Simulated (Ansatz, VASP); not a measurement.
# B2O3 in two plane-wave programs

Aim: how closely do two programs agree when they are given the same cell, functional and k mesh? The structure shown is frame 66 of Ansatz's trajectory.

Method: plane waves, with VASP 6.6.1 beside it; single point at revPBE, in Ansatz 0.2.0.

**1. The structure**

The cell holds 130 atoms: 52 B and 78 O. Its edges and angles: a = 11.864 Å, b = 11.864 Å, c = 11.864 Å, α = 90.0°, β = 90.0°, γ = 90.0°. As first built, before any earlier steps moved the atoms (in the runner's words): 130 atoms (52 B, 78 O) placed at random at 1.8 g/cm^3, melted at 3000 K for 20 ps at fixed volume with the Buckingham and Coulomb pair potential of Guillot and Sator (Geochim. Cosmochim. Acta 71, 1249 (2007)) with the boron terms of Wang et al. (J. Non-Cryst. Solids 498, 294 (2018)). Quenched from 3000 K to 300 K at 10 K/ps and fixed volume, held 5 ps.

**2. Ansatz: dynamics, revPBE**

Ansatz runs on its default PAW (the set named soft_2) files.

One frame of this run of dynamics is then solved in both programs, so the motion causes no difference.

input.yaml reads:

```yaml
crystal:
  lattice:
    - [11.8637, 0.0, 0.0]
    - [0.0, 11.8637, 0.0]
    - [0.0, 0.0, 11.8637]
  atoms:
    - { symbol: B, position: [0.55678, 0.10415, 0.64547] }
    - { symbol: B, position: [0.64579, 0.15005, 0.09369] }
    - { symbol: B, position: [0.74057, 0.52758, 0.63647] }
    - { symbol: B, position: [0.94733, 0.17612, 0.72665] }
    - { symbol: B, position: [0.1222, 0.22354, 0.19738] }
    - { symbol: B, position: [0.60071, 0.44258, 0.24621] }
    - { symbol: B, position: [0.71471, 0.19284, 0.44703] }
    - { symbol: B, position: [0.6324, 0.70215, 0.72665] }
    - { symbol: B, position: [0.23427, 0.58908, 0.163] }
    - { symbol: B, position: [0.43525, 0.99114, 0.26619] }
    - { symbol: B, position: [0.1183, 0.66442, 0.46823] }
    - { symbol: B, position: [0.12883, 0.29452, 0.51113] }
    - { symbol: B, position: [0.49113, 0.2078, 0.83257] }
    - { symbol: B, position: [0.69678, 0.95233, 0.99598] }
    - { symbol: B, position: [0.72191, 0.76256, 0.36592] }
    - { symbol: B, position: [0.4769, 0.3047, 0.13792] }
    - { symbol: B, position: [0.99566, 0.47254, 0.44459] }
    - { symbol: B, position: [0.0818, 0.8877, 0.40235] }
    - { symbol: B, position: [0.74839, 0.96464, 0.45459] }
    - { symbol: B, position: [0.67873, 0.58415, 0.08143] }
    - { symbol: B, position: [0.04452, 0.70086, 0.10605] }
    - { symbol: B, position: [0.44592, 0.123, 0.45047] }
    - { symbol: B, position: [0.44836, 0.00105, 0.9055] }
    - { symbol: B, position: [0.59911, 0.9251, 0.75049] }
    - { symbol: B, position: [0.23501, 0.10239, 0.73242] }
    - { symbol: B, position: [0.524, 0.64742, 0.40812] }
    - { symbol: B, position: [0.24799, 0.32043, 0.71016] }
    - { symbol: B, position: [0.91024, 0.39973, 0.735] }
    - { symbol: B, position: [0.23743, 0.3998, 0.28873] }
    - { symbol: B, position: [0.94786, 0.48126, 0.94473] }
[... 94 atom lines left out ...]
    - { symbol: O, position: [0.72319, 0.87712, 0.3821] }
    - { symbol: O, position: [0.6507, 0.87516, 0.07245] }
    - { symbol: O, position: [0.92066, 0.10032, 0.64353] }
    - { symbol: O, position: [0.65549, 0.26904, 0.51007] }
    - { symbol: O, position: [0.38566, 0.22396, 0.44368] }
    - { symbol: O, position: [0.13676, 0.9726, 0.46483] }
kpoints:
  mp_grid: { grid: [1, 1, 1] }
hamiltonian:
  xc: revpbe
scf:
  occupations: { method: fixed }
output:
  forces: true
md:
  timestep: 1.0
  n_steps: 198
  ensemble: nve
  temperature: 300
  initial_velocities: maxwell_boltzmann
  seed: 538
```

On the command line:

```bash
> ansatz run input.yaml --threads 4 --pin off --max-ram 8192MiB --backend cpu --events-out ev --progress --plain --runs-dir out
```

Numbers of over 12 decimals in the logs are rounded to 6 here.

Output:

```text
Warning: md: disabling space-group detection — thermal motion breaks the input geometry's symmetry, so no spatial operation reduces the k-mesh or symmetrises the density; time reversal is kept, so that k and −k are solved as one point where they differ and the mesh holds both, and exact exchange and, on two spinor components, a DFT+U term hold to it where the run has them: on two components no moment then forms, and  [...]
Engine: ansatz 0.2.0, aarch64-unknown-linux-gnu
Pseudopotentials: kind: paw
Pseudopotential: B, paw, valence charge 3, recommended cutoff 420 eV (normal), B.paw.azcp
Pseudopotential: O, paw, valence charge 6, recommended cutoff 420 eV (normal), O.paw.azcp
Functional definition: revPBE
  parameter kappa = 1.245
  parameter beta = 0.066725
  exchange = pbe_x(kappa = kappa, mu = beta*pi^2/3)
  correlation = pbe_c(beta = beta)
Crystal: 130 atoms, lattice volume = 1669.785 Å³
Basis set: ecut = 420 eV, 32675 PW (Γ), exchange–correlation on 160×160×160 points (8 copies of the dense FFT grid, shifted against one another)
Bands: 442, of which v1, the nominal top of the filled ones, is band 312 counted from 1 (311 counted from 0)
Symmetry: 1 space group operations
k-points: 1
Non-local potential: B, projectors of the file, l = 0: 2, l = 1: 2, l = 2: 1
Non-local potential: O, projectors of the file, l = 0: 2, l = 1: 2, l = 2: 1
PAW form: soft (Blöchl's): semilocal exchange-correlation on the pseudo side does not see the compensation charge
PAW frozen core: B, regenerated for the run's functional, and the local potential with it (the file was generated under x = pbe(κ = 0.804, μ = 0.219515), c = pbe(β = 0.066725))
PAW frozen core: O, regenerated for the run's functional, and the local potential with it (the file was generated under x = pbe(κ = 0.804, μ = 0.219515), c = pbe(β = 0.066725))
PAW one-centre angular grid: B, 110 points (default); XC on 64 Gauss nodes
PAW one-centre angular grid: O, 110 points (default); XC on 64 Gauss nodes
Initial density: superposition of atomic densities (neutral atoms: chi_scale 0, normalization atom), corrected by the library's trained network
Initial wavefunctions: pseudopotential atomic-orbital guess
Functional: x = revpbe(κ = 1.245, μ = 0.219515), c = pbe(β = 0.066725)
SCF iter   1: F=—  HF=-52604.821952 eV  |F-HF|=—  |Δ(HF+E_count)|=         —  Δρ=3.83e-3  dr2=1.65e-1  ethr=1.77e-3  ⟨swp⟩=5.0  Hψ=1426  notcnv=0  defer=127
preconditioner: auto → Resta (q_TF=auto, 2.316 Å⁻¹)  ε∞=2.8  [insulator: Δε(μ)=4.688 eV  Ē_g=16.782 eV  n_scr=364 (ndim 8)  ℏωp=22.7 eV  f_vac=0.241  ε∞_Penn≈2.8]
SCF iter   2: F=—  HF=-52604.861074 eV  |F-HF|=—  |Δ(HF+E_count)|=   3.91e-2  Δρ=1.98e-3  dr2=3.81e-2  ethr=2.64e-5  ⟨swp⟩=3.0  Hψ=654  notcnv=0  defer=128
SCF iter   3: F=—  HF=-52604.884077 eV  |F-HF|=—  |Δ(HF+E_count)|=   2.30e-2  Δρ=7.64e-4  dr2=9.25e-3  ethr=6.11e-6  ⟨swp⟩=4.0  Hψ=558  notcnv=0  defer=94
automatic band count: iteration 3 solves 408 bands in place of 442: the levels show a gap, and the empty bands left out lie too high to hold charge; the band table lists the bands solved (type scf.n_extra_bands for more)
SCF iter   4: F=—  HF=-52604.884983 eV  |F-HF|=—  |Δ(HF+E_count)|=   9.06e-4  Δρ=1.73e-4  dr2=5.98e-4  ethr=1.48e-6  ⟨swp⟩=2.0  Hψ=573  notcnv=0  defer=94
SCF iter   5: F=—  HF=-52604.885292 eV  |F-HF|=—  |Δ(HF+E_count)|=   3.09e-4  Δρ=1.04e-4  dr2=1.42e-4  ethr=9.58e-8  ⟨swp⟩=2.0  Hψ=631  notcnv=0  defer=94
SCF iter   6: F=—  HF=-52604.885283 eV  |F-HF|=—  |Δ(HF+E_count)|=   9.01e-6  Δρ=2.98e-5  dr2=1.31e-5  ethr=2.28e-8  ⟨swp⟩=2.0  Hψ=629  notcnv=0  defer=93
SCF iter   7: F=—  HF=-52604.885070 eV  |F-HF|=—  |Δ(HF+E_count)|=   2.13e-4  Δρ=7.67e-6  dr2=1.02e-6  ethr=2.09e-9  ⟨swp⟩=2.0  Hψ=720  notcnv=0  defer=93
SCF iter   8: F=—  HF=-52604.885070 eV  |F-HF|=—  |Δ(HF+E_count)|=   3.57e-7  Δρ=5.22e-6  dr2=3.60e-7  ethr=1.63e-10  ⟨swp⟩=2.0  Hψ=629  notcnv=0  defer=93
SCF iter   9: F=-52604.885070 eV  HF=-52604.885070 eV  |F-HF|=2.23e-8  |Δ(HF+E_count)|=   9.49e-8  Δρ=1.21e-6  dr2=2.27e-8  ethr=1.60e-11  ⟨swp⟩=2.0  Hψ=1286  notcnv=0
SCF 1 converged in 9 iterations: F = -52604.885070 eV  dr2 = 2.27e-8
  greatest PAW one-centre occupation: 0.862 electrons in one spin orbital (limit 2), on the O atom at site 126 (counted from 0), in its partial waves of l = 0
md step     0: t =     0.00 fs  T =   300.0 K  F+E_penalty+E_count = -52604.88507025 eV  E_kin = 5.002362 eV  conserved = -52599.88270829 eV  (9 SCF iters)
Initial density: handed on by an earlier stage of this run
[...]
SCF iter   6: F=—  HF=-52609.989347 eV  |F-HF|=—  |Δ(HF+E_count)|=   1.97e-4  Δρ=2.42e-5  dr2=7.97e-6  ethr=5.33e-9  ⟨swp⟩=2.0  Hψ=719  notcnv=0  defer=94
SCF iter   7: F=—  HF=-52609.989346 eV  |F-HF|=—  |Δ(HF+E_count)|=   1.36e-6  Δρ=4.42e-6  dr2=3.52e-7  ethr=1.28e-9  ⟨swp⟩=2.0  Hψ=619  notcnv=0  defer=94
SCF iter   8: F=—  HF=-52609.989346 eV  |F-HF|=—  |Δ(HF+E_count)|=   1.53e-7  Δρ=2.84e-6  dr2=1.07e-7  ethr=1.60e-11  ⟨swp⟩=4.0  Hψ=1268  notcnv=0
SCF iter   9: F=-52609.989346 eV  HF=-52609.989346 eV  |F-HF|=1.50e-8  |Δ(HF+E_count)|=   5.44e-8  Δρ=8.07e-7  dr2=9.71e-9  ethr=1.60e-11  ⟨swp⟩=4.0  Hψ=1195  notcnv=0
SCF 199 converged in 9 iterations: F = -52609.989346 eV  dr2 = 9.71e-9
md step   198: t =   198.00 fs  T =   606.1 K  F+E_penalty+E_count = -52609.98934570 eV  E_kin = 10.106216 eV  conserved = -52599.88312938 eV  (9 SCF iters)
SCF converged after 9 iterations
Free energy (F): -52609.989346 eV
Harris-Foulkes:  -52609.989346 eV  (|F-HF|=1.50e-8)
Internal energy: -52609.989346 eV  (E = F + TS)
E sigma→0 (E₀):  -52609.989346 eV
Fermi energy:    0.568237 eV
--- Per-component energies (eV) ---
  E_band       = -4447.713226
  E_kinetic    = 16257.198146
  E_local      = -51669.312152  (includes V_loc(G=0)·N_el)
  E_nonlocal   = 4303.034119
  E_hartree    = 19426.506250
  E_xc         = -7373.134754
  E_vxc        = -9228.161515  (∫ρ·V_xc dr)
  E_paw        = -16603.170344  (= ΣΔE_a)
  E_vpaw       = -2963.679843  (= ΣTr[D̂ρ^β])
  E_aug_tail   = 0.197752  (compensation charges beyond the density's cutoff)
  E_ewald      = -16949.638346
  E_core_change = -1.670017  (= ΣΔE_core)
  E_smearing   = -0.000000  (= −TS)
  E_closure    = -0.000000  (closes the sum)
  Σ components = -52609.989346   (vs F -52609.989346, Δ=0.00e0)
--- Forces (eV/Å), atoms counted from 1 ---
  atom   1  B     -0.95579359    -2.30643767     0.41159551
  atom   2  B      0.47040167     0.48294400     0.36512722
  atom   3  B     -0.13569033    -1.83650551     1.56227009
  atom   4  B     -0.69971689    -0.47553979    -0.25022020
  atom   5  B     -1.43004979     1.39349291    -0.64258159
  atom   6  B      0.94474657     0.55225383    -1.29827389
  atom   7  B     -0.24300679    -0.01396349    -0.48314634
  atom   8  B      1.45868235    -0.16811242     0.74029949
  atom   9  B     -0.52451622     0.23988132    -0.59609828
  atom  10  B      1.60761992    -0.99113239    -0.22146050
  atom  11  B      0.20929659    -1.34790433    -0.14492800
  atom  12  B      0.14740372     0.53618505    -0.35276230
  atom  13  B     -0.94436293    -2.36351968     0.08787001
  atom  14  B     -2.10434610    -0.86615932     0.19664901
  atom  15  B     -1.51147034    -0.58124534     1.23672948
  atom  16  B     -0.69040012     0.74707454    -1.53328422
  atom  17  B      0.05686202    -0.50275365    -1.36859422
  atom  18  B     -1.20918850     0.44631544    -0.80255694
  atom  19  B      0.32175009    -0.52304339     2.20106508
  atom  20  B      0.59954013     0.02233858     0.22801436
  atom  21  B     -1.08512657     0.35248176    -0.31428864
  atom  22  B      0.93073929     1.54011786    -0.54368940
  atom  23  B     -0.95921426     0.28521876     1.00628125
  atom  24  B     -0.35110966    -0.00934386     0.17557536
[...]
atom 123  O      0.90279368    -2.38437116     2.69176656
  atom 124  O     -0.00540124    -0.14177784     0.64533057
  atom 125  O     -1.10065166    -1.15527546     0.00240684
  atom 126  O     -0.51595383     0.28885852     1.43808188
  atom 127  O      0.17421611     1.20960483    -0.65042246
  atom 128  O     -0.18540720    -1.31130329     0.08501387
  atom 129  O     -1.62503502     0.44392258     0.67343048
  atom 130  O      0.42930843     0.45546829     0.72991811
  max |Σ_I F_I| component: 5.01e-5 eV/Å
--- MD trajectory: 198 steps, t = 0.0 → 198.0 fs ---
  final state: T = 606.1 K   F+E_penalty+E_count = -52609.98934570 eV   E_kin = 10.106216 eV
  conserved energy: peak-to-peak 1.614e-2 eV (1.242e-4 eV/atom) over 198.0 fs
```

The column dr2 measures how far the density is from self-consistency, as an energy; F and HF (Harris–Foulkes) agree once it is small.

**3. VASP: single point, revPBE**

The same cell, functional and mesh now go to VASP, with its own data sets.

Lines of VASP's logs that name or quote its potential files are left out, and so is its time.

INCAR reads:

```
SYSTEM = B2O3
PREC = Accurate
ENCUT = 520
EDIFF = 1E-06
NELM = 120
ISMEAR = 0
SIGMA = 0.01
LREAL = Auto
ALGO = Normal
GGA = RE
NBANDS = 416
LORBIT = 11
LWAVE = .FALSE.
LCHARG = .FALSE.
ISIF = 2
LASPH = .TRUE.
GGA_COMPAT = .FALSE.
EFERMI = MIDGAP
NCORE = 4
```

POSCAR reads:

```
B2O3
1.0
   11.8637000000      0.0000000000      0.0000000000
    0.0000000000     11.8637000000      0.0000000000
    0.0000000000      0.0000000000     11.8637000000
B O
52 78
Direct
    0.5256285982      0.0855466676      0.6504378904
    0.6604347716      0.1241855408      0.1021013680
    0.7143892715      0.4958739685      0.6531857684
    0.9231605654      0.1778450231      0.7364565861
    0.1388605578      0.2328278699      0.1754511662
    0.6523007156      0.4210322243      0.2266999334
    0.7180727766      0.1724166997      0.4378060807
    0.6325598253      0.6818951929      0.7240827061
    0.2298186906      0.5929768959      0.1784013419
    0.4326643459      0.0046275614      0.2547350321
    0.1329770645      0.6679956506      0.4552205467
    0.1039979096      0.2967623928      0.5120577897
    0.4888272630      0.2003759367      0.8265296661
    0.6891189089      0.9351045627      0.0004383118
    0.7083287676      0.7613729275      0.3745880290
    0.5447710242      0.3043907044      0.1281303472
    0.0012053575      0.4812748131      0.4355386599
    0.0728609119      0.8806358893      0.4164468083
    0.7625867141      0.9553933427      0.4875966183
    0.6983065991      0.5761103197      0.0769068672
    0.0345507725      0.7183677942      0.1341992802
    0.4470106291      0.1170714027      0.4425432201
    0.4390788708      0.9906352993      0.8784021848
    0.5745087957      0.8968955722      0.7336244173
    0.1740013655      0.1274475922      0.7290474304
    0.5069834874      0.6882338562      0.4228023298
    0.2095551978      0.3315744667      0.6999418394
    0.8845554085      0.3860852854      0.7497913804
    0.2648499203      0.3914293180      0.2717027571
    0.9662837058      0.4851100416      0.9347926869
[... 94 atom lines left out ...]
    0.7373669260      0.8695853739      0.4166406770
    0.6364877736      0.8536544248      0.0622234210
    0.9018687256      0.1015534783      0.6539190978
    0.6514156629      0.2469887135      0.4945590330
    0.3920699276      0.2142417627      0.3985013107
    0.1225503005      0.9760951474      0.4705193152
```

KPOINTS reads:

```
Automatic mesh
0
Gamma
1 1 1
0 0 0
```

Potentials, in the order of the species: B and O (PBE family, release 64).

On the command line:

```bash
> mpirun -np 16 vasp_gam
```

Output:

```text
[banner, memory and clock lines left out]
running   16 mpi-ranks, on    1 nodes
[...]
|                                                                             |
|               ----> ADVICE to this user running VASP <----                  |
|                                                                             |
|     You enforced a specific xc type in the INCAR file but a different       |
|     [... a line on the potential file left out ...]
|     I HOPE YOU KNOW WHAT YOU ARE DOING!                                     |
|                                                                             |

 LDA part: xc-table for (Slater+PW92), standard interpolation
 POSCAR, INCAR and KPOINTS ok, starting setup
[...]
entering main loop
       N       E                     dE             d eps       ncg     rms          rms(c)
DAV:   1     0.579153450329E+04    0.57915E+04   -0.37386E+05   848   0.147E+03
DAV:   2    -0.572905539833E+03   -0.63644E+04   -0.60935E+04  1016   0.379E+02
DAV:   3    -0.108377169503E+04   -0.51087E+03   -0.50585E+03   968   0.112E+02
DAV:   4    -0.109362863073E+04   -0.98569E+01   -0.98207E+01   976   0.168E+01
[...]
DAV:  16    -0.994490858338E+03    0.15666E-04   -0.13089E-04   952   0.278E-02    0.170E-02
DAV:  17    -0.994490851638E+03    0.67003E-05   -0.20043E-05   920   0.137E-02    0.721E-03
DAV:  18    -0.994490851036E+03    0.60110E-06   -0.85346E-06   960   0.768E-03
   1 F= -.99449085E+03 E0= -.99449085E+03  d E =0.000000E+00
```

Parts of OUTCAR (step 3):

```text
  FREE ENERGIE OF THE ION-ELECTRON SYSTEM (eV)
  ---------------------------------------------------
  free  energy   TOTEN  =      -994.4908510364 eV

  energy  without entropy=     -994.4908510364  energy(sigma->0) =     -994.49085104
```

The run ends at a pressure of 0.02 GPa, with forces up to 4.0 eV/Å.

**4. Differences**

Known differences besides the potentials themselves: fixed occupations in Ansatz, narrow Gaussian smearing in VASP; the cutoff is 420 eV in Ansatz and 520 eV in VASP (PREC = Accurate, projectors in real space); Ansatz makes its cores anew for this functional, VASP keeps those of its PBE data sets. Total energies have different zeros and are not compared.

Forces on 10 of the 130 atoms, those with the largest forces and the largest differences (eV/Å; atoms numbered as in POSCAR):

```
atom          Ansatz x, y, z            VASP x, y, z
  B7   -0.459, -0.148, 1.792   -0.519, -0.124, 1.869
 B15     0.361, 2.478, 2.048     0.390, 2.466, 2.059
 B23    2.794, 2.179, -1.157    2.769, 2.172, -1.087
 B36     0.028, 0.682, 0.801    -0.012, 0.635, 0.869
 B44   1.621, -0.249, -2.947   1.663, -0.271, -2.983
 B46    -0.049, 1.797, 1.478    -0.032, 1.816, 1.406
 O58    -2.526, 0.869, 2.253    -2.524, 0.882, 2.267
 O59   -2.321, -0.630, 2.093   -2.342, -0.654, 2.064
 O83   -1.859, 2.866, -2.010   -1.847, 2.893, -2.002
 O95  -2.205, -1.932, -1.796  -2.227, -1.957, -1.788
```

The forces differ by 23 meV/Å r.m.s., which is 2.3 % of the r.m.s. force of 1.004 eV/Å (both taken over all components).

**5. Outcome**

| Item | Value |
| --- | --- |
| r.m.s. force difference (single point, revPBE) | 2.3 % of the r.m.s. force |

**Reading.** The r.m.s. force difference is 2.3 % of the r.m.s. force (single point, revPBE), within the 3 % picked in this series as the mark of a large difference. 2 further runs of this series are not shown here. Such differences can come from data sets, numerical settings and the points named under the comparisons, not from the functional's error against experiment.

[Lines on the potential files, build, host, timing and source positions are cut from VASP's logs without a mark.]

[Logs are printed without paths, hosts, clocks, repeated set-up lines and the standing remarks that a program may print on its own settings, such as how far it seeks lower states.]

[Hosts, paths, dates, database ids (printed as entryN), source tags and the programs' standing remarks are cut or masked in the printed files.]
